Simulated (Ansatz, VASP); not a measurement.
# One calculation of Cu2S3, two programs

```
CELL_PARAMETERS angstrom
4.54126 0.00000 0.00000
0.00000 4.54126 0.00000
0.00000 0.00000 4.54126
ATOMIC_POSITIONS crystal
Cu 0.00000 0.00000 0.00000
Cu 0.50000 0.50000 0.50000
S 0.00000 0.50000 0.50000
S 0.50000 0.00000 0.50000
S 0.50000 0.50000 0.00000
```

Alike in both runs: functional PBE; k mesh 8 × 8 × 8; occupations gaussian, width 0.1 eV; no spin polarisation.

Ansatz relaxed the structure, and its values are those at the end. VASP's run is a single point on that final structure, the one shown.

|  | VASP | Ansatz |
| --- | --- | --- |
| version | VASP 6.6.1 | Ansatz 0.2.0 |
| potentials or method | VASP PAW PBE potentials, release 64 (Cu, S) | scalar-relativistic, plane waves, PAW |
| plane-wave cutoff (eV) | 520 | 420 |
| valence electrons in the cell | 40 | 56 |

|  | VASP | Ansatz | Ansatz less VASP |
| --- | --- | --- | --- |
| gap on the k mesh at the Fermi level (eV) | none | none | - |
| pressure (GPa) | 0.0 | 0.0 | -0.01 |

A gap of «none» marks a metal or a gap that the smearing closes. The functional is the same, so the differences come from potentials, cutoffs and numerics. The two sets of potentials don't hold the same shells in valence.

Caveats: the run has no spin polarisation, though such a crystal can be magnetic.
